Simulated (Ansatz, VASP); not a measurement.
# One calculation of KPt, two programs

INCAR

```
SYSTEM = KPt
PREC = Accurate
ENCUT = 520
EDIFF = 1E-6
ISMEAR = 0
SIGMA = 0.15
LREAL = .FALSE.
LASPH = .TRUE.
NELM = 100
ALGO = Fast
ISIF = 2
LWAVE = .FALSE.
LCHARG = .FALSE.
GGA = PE
NBANDS = 16
```

File KPOINTS:

```
Automatic mesh
0
G
  18 18 10
  0 0 0
```

File POSCAR:

```
KPt
1.0
    3.0008472788      0.0000000000      0.0000000000
   -1.5004236394      2.5988099763      0.0000000000
    0.0000000000      0.0000000000      5.3455780000
K Pt
1 1
Direct
    0.3333333333      0.6666666667      0.5000000000
    0.0000000000      0.0000000000      0.0000000000
```

Input for Ansatz:

```yaml
crystal:
  lattice:
    - [3.0008472788, 0.0, 0.0]
    - [-1.5004236394, 2.5988099763, 0.0]
    - [0.0, 0.0, 5.345578]
  atoms:
    - { symbol: K, position: [0.3333333333, 0.6666666667, 0.5] }
    - { symbol: Pt, position: [0.0, 0.0, 0.0] }
basis:
  ecutwfc: 420
kpoints:
  mp_grid: { grid: [18, 18, 10] }
hamiltonian:
  xc: pbe
scf:
  occupations: { method: gaussian, width: 0.15 }
output:
  forces: true
  stress: true
  eigenvalues: true
```

The cell comes from a database or a generator and needn't be the stable form of this composition.

Alike in both runs: task single point; functional PBE; k mesh 18 × 18 × 10; occupations gaussian, width 0.15 eV; no spin polarisation.

```csv
,VASP,Ansatz
version,VASP 6.6.1,Ansatz 0.2.0
potentials or method,"VASP PAW PBE potentials, release 64 (K_sv, Pt)","scalar-relativistic, plane waves, PAW"
plane-wave cutoff (eV),520,420
valence electrons in the cell,19,27
```

VASP gave:

- gap on the k mesh at the Fermi level (eV): none
- pressure (GPa): 0.4
- largest component of the traceless stress (GPa): 0.33

Estimate Ansatz's values.

gap on the k mesh at the Fermi level (eV): none; pressure (GPa): 0.3; largest component of the traceless stress (GPa): 0.31.

A gap of «none» marks a metal or a gap that the smearing closes. The two sets of potentials don't hold the same shells in valence.

The runs have no spin-orbit coupling, so splittings on Pt are missing.
